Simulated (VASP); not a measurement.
An input for Ansatz (written as the equivalent of a VASP run, and not itself run):

Ansatz 0.2 input:
```yaml
crystal:
  lattice:
    - [-1.6500000, 1.6500000, 1.6500000]
    - [1.6500000, -1.6500000, 1.6500000]
    - [1.6500000, 1.6500000, -1.6500000]
  atoms:
    - { symbol: Ta, position: [0.0000000, 0.0000000, 0.0000000] }
kpoints:
  mp_grid: { grid: [14, 14, 14] }
hamiltonian:
  xc: r2scan
  dispersion: rvv10
  pseudopotentials: { kind: paw }
scf:
  occupations: { method: methfessel_paxton, width: 0.1 }
  max_iter: 100
relax:
  max_steps: 60
  f_tol: 0.01
  cell: {}
output: { forces: true, stress: true, eigenvalues: true }
```

### Question
Write the VASP files for the same calculation (r2SCAN+rVV10).

### Answer
One answer among several that fit: 
File POSCAR:
```
Ta
1.0
 -1.6500000000   1.6500000000   1.6500000000
  1.6500000000  -1.6500000000   1.6500000000
  1.6500000000   1.6500000000  -1.6500000000
Ta
1
direct
  0.0000000000   0.0000000000   0.0000000000
```

File KPOINTS:
```
Automatic mesh
0
G
14 14 14
```

**INCAR**
```
SYSTEM  =  Ta
PREC  =  Accurate; ENCUT  =  520; LREAL  =  .FALSE.
LASPH  =  .TRUE.
EDIFF  =  1E-6; NELM  =  100; ALGO  =  Normal
LMAXMIX  =  6; LMIXTAU  =  .TRUE.
ISMEAR  =  1; SIGMA  =  0.1
METAGGA  =  R2SCAN; LUSE_VDW  =  .TRUE.; BPARAM  =  11.95
CPARAM  =  0.0093
IBRION  =  2; NSW  =  60; ISIF  =  3
EDIFFG  =  -0.01
LWAVE  =  .FALSE.; LCHARG  =  .FALSE.
```

POTCAR, in this order: Ta_pv (PBE.64 set). Program: vasp_std.

Limits of the translation: each code has its own PAW files, so the cut-off isn't converted (ENCUT is set for VASP's; basis.ecutwfc is left out, and Ansatz then takes the one that its files recommend); Ansatz stops its SCF on the density residual and VASP on the energy change (EDIFF).

The compound is Ta in the bcc structure. This run relaxes it. Symmetry was kept, so distortions that lower it aren't found.
